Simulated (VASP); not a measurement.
Level of theory: PBE GGA, VASP's PBE PAW potentials (set 64) (plane waves; VASP 6.6.1).

A VASP calculation is set up with these files.

**INCAR**
```
# general
SYSTEM = Al
PREC   = Accurate
ENCUT  = 400
LREAL  = F   # projection in real space or not
LASPH  = T   # aspherical one-centre terms

# electronic loop
EDIFF  = 1E-6
NELM   = 100
ALGO   = Normal   # blocked Davidson

# smearing
ISMEAR = 1
SIGMA  = 0.1

# functional
GGA    = PE

# ions
IBRION = 2
NSW    = 60   # most ionic steps
ISIF   = 3   # ions, shape and volume
EDIFFG = -0.01   # ionic stop

# output
LWAVE  = F
LCHARG = F
```

KPOINTS:
```
kpoints
0
Gamma
14 14 14
0 0 0
```

### POSCAR
```
Al
1
    0.0000000000     2.0250000000     2.0250000000
    2.0250000000     0.0000000000     2.0250000000
    2.0250000000     2.0250000000     0.0000000000
Al
1
Direct
  0.0000000000   0.0000000000   0.0000000000
```

POTCAR, in this order: Al (PBE.64 set). Program: vasp_std.

Task: What will the output report for the number of irreducible k-points (NKPTS), number of bands (NBANDS), largest plane-wave count, number of space-group operations, FFT grid (NGX, NGY, NGZ)?

Result: 
```yaml
number of irreducible k-points (NKPTS): 104
number of bands (NBANDS): 5
largest_plane_wave_count: 311
number_of_space_group_operations: 48
FFT grid (NGX, NGY, NGZ): 20 × 20 × 20
```

The compound is Al in the fcc structure. This run relaxes it. Symmetry was kept, so distortions that lower it aren't found.
